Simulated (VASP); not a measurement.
Input:

```yaml
crystal:
  lattice:
    - [0.00000, 1.98147, 1.98147]
    - [1.98147, 0.00000, 1.98147]
    - [1.98147, 1.98147, 0.00000]
  atoms:
    - { symbol: Al, position: [0.00000, 0.00000, 0.00000] }
```

Calculation: AM05 GGA, VASP's PBE PAW potentials (set 64) (plane waves; VASP). Numerical set-up: 520 eV cut-off, 16×16×16 Γ-centred mesh, first-order Methfessel-Paxton smearing of 0.10 eV, potentials Al.

Q: What does the run give for the energy per atom (σ→0), pressure, band gap (on the k-mesh) with the smallest direct gap where there is one?

A: 
* **band gap (on the k-mesh)**: none (metal, semimetal or under 0.01 eV)
* **energy per atom (σ→0)**: -4.019 eV/atom
* **pressure**: 3.15 GPa

Only differences to runs with the same potentials and settings are physical.

The compound is Al in the fcc structure. This cell is one point of a volume scan, at 0.97 of the reference volume.
